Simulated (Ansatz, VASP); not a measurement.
## One calculation of BaCuSeO, two programs

```
Ba Se Cu O
1.0
     4.30966    0.00000    0.00000
     0.00000    4.30966    0.00000
     0.00000    0.00000    9.78156
Ba Se Cu O
2 2 2 2
Direct
  0.50000 0.00000 0.35977
  0.00000 0.50000 0.64023
  0.00000 0.50000 0.13032
  0.50000 0.00000 0.86968
  0.00000 0.00000 0.00000
  0.50000 0.50000 0.00000
  0.00000 0.00000 0.50000
  0.50000 0.50000 0.50000
```

The cell comes from a database or a generator and needn't be the stable form of this composition.

Alike in both runs: task single point; functional PBEsol; k mesh 6 × 6 × 3; occupations gaussian, width 0.02 eV; no spin polarisation.

|  | VASP | Ansatz |
| --- | --- | --- |
| version | VASP 6.6.1 | Ansatz 0.2.0 |
| potentials or method | VASP PAW PBE potentials, release 54 (Ba_sv, Se, Cu, O) | Ansatz PAW |
| plane-wave cutoff (eV) | 520 | 420 |
| valence electrons in the cell | 66 | 102 |

Ansatz gave:

| Quantity | Value |
| --- | --- |
| gap on the k mesh at the Fermi level (eV) | none |
| pressure (GPa) | -4.5 |
| largest component of the traceless stress (GPa) | 0.73 |
| rms of the force components (eV/Å) | 0.237 |

Estimate VASP's values.

gap on the k mesh at the Fermi level (eV): none; pressure (GPa): -3.4; largest component of the traceless stress (GPa): 0.59; rms of the force components (eV/Å): 0.152.

Atom by atom the forces differ by 0.096 eV/Å (rms over components). A gap of «none» marks a metal or a gap that the smearing closes. The functional is the same, so the differences come from potentials, cutoffs and numerics. The two sets of potentials don't hold the same shells in valence.

Caveats: the run has no spin polarisation, though such a crystal can be magnetic; semilocal functionals often make such compounds metallic where correlation or magnetic order opens a gap, which also shifts bond lengths; the PAW data sets were made with another functional, which shifts forces and pressure a little (VASP); the PAW data sets come from PBE, with cores solved anew for the run's functional, which leaves a small shift of forces and pressure (Ansatz). With open d or f shells a metallic result of PBEsol can be an artefact of self-interaction; +U or a hybrid may open a gap. Spin-orbit coupling is left out, which matters for the levels of Ba.
